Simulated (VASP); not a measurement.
Set up this calculation in VASP 6.6.1, as the native input.

```
Task                   : single point
Functional             : PBE
Potentials or basis    : VASP PAW PBE potentials, release 64 (C, Pd)
Cutoff                 : 520 eV
k mesh                 : 2 × 2 × 1
Occupations            : gaussian, width 0.05 eV
Spin                   : no spin polarisation
Dipole correction      : no
Further INCAR settings : LREAL = Auto; ALGO = Normal; EDIFF = 1e-06; NBANDS = 56
```

The structure of PdC18 lies in POSCAR:

```
PdC18
1.0
    7.3980000000      0.0000000000      0.0000000000
   -3.6990000000      6.4068560000      0.0000000000
    0.0000000000      0.0000000000     11.0000000000
C Pd
18 1
Direct
   -0.0006443701     -0.0027726548      0.0971827273
    0.2241287235      0.1095659088      0.0942800000
   -0.0000762574      0.3314227759      0.0900617273
    0.2215215535      0.4415089086      0.0877392727
   -0.0003902047      0.6629132916      0.0900081818
    0.2219257421      0.7746576480      0.0879873636
    0.3336745460     -0.0030272258      0.0900176364
    0.5547650429      0.1079182988      0.0893729091
    0.3332524397      0.3311588398      0.0899598182
    0.5551114445      0.4414716048      0.0894631818
    0.3326452279      0.6639446868      0.0863457273
    0.5550705091      0.7750601855      0.0877434545
    0.6651616059     -0.0033364259      0.0900647273
    0.8873491643      0.1092336085      0.0946600000
    0.6659770275      0.3306109892      0.0899045455
    0.8886588556      0.4418151430      0.0893698182
    0.6654302553      0.6633325300      0.0899537273
    0.8870139408      0.7724490764      0.0942609091
    1.0022821276      0.9945147823      0.2861698182
```

The cell was built by a generator and needn't be a form met in nature.

The input as run:

INCAR

```
SYSTEM = PdC18
PREC     = Accurate       ! precision mode
ENCUT    = 520            ! plane-wave cutoff, eV
EDIFF    = 1E-6           ! SCF threshold, eV
ISMEAR   = 0              ! smearing method
SIGMA    = 0.05           ! smearing width, eV
LREAL    = Auto         
LASPH    = .TRUE.         ! aspherical terms in the spheres
NELM     = 80             ! most SCF steps
ALGO     = Normal         ! electronic algorithm
ISIF     = 2              ! what is computed and relaxed
LWAVE    = .FALSE.        ! write WAVECAR
LCHARG   = .FALSE.        ! write CHGCAR
GGA      = PE             ! functional
NBANDS   = 56             ! bands
```

KPOINTS

```
regular mesh
0
G
  2 2 1
  0 0 0
```

Potentials or basis: VASP PAW PBE potentials, release 64 (C, Pd).

The run is started by

```sh
$ cat potpaw_PBE.64/C/POTCAR potpaw_PBE.64/Pd/POTCAR > POTCAR
$ mpirun -np 1 vasp_std > vasp.out
```

It gave:

The largest force is 0.064 eV/Å. The band gap on the k mesh is 0.02 eV, direct.

Caveat: the k mesh is coarse (spacing up to 0.49 Å⁻¹), so the values aren't converged.

It took 2.7 min on 1 thread of AMD EPYC 9R45 96-Core Processor (Zen 5) (shared host), peak memory 0.52 GiB.
